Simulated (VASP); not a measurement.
Here is the system:

```
BaTe
1.0
    0.00000     3.87070     3.87070
    3.87070     0.00000     3.87070
    3.87070     3.87070     0.00000
Ba Te
1 1
Direct
  0.00000   0.00000   0.00000
  0.25000   0.25000   0.25000
```

Level of theory: PBEsol GGA, VASP's PBE PAW potentials (set 64) (plane waves; VASP). Settings: 400 eV cut-off, 6×6×6 Γ-centred mesh, Gaussian smearing of 0.050 eV, potentials Ba_sv Te.

Problem. Predict the energy per atom (σ→0).

Solution. 
The energy per atom (σ→0) is -4.264 eV/atom.

The absolute energy has meaning only against runs of the same code, potentials and settings.

The structure was generated: BaTe was put into the zinc blende type (F-43m), which need not be its known phase. It was relaxed first, which changed the volume by -14 %. The start is the result of an earlier pass.
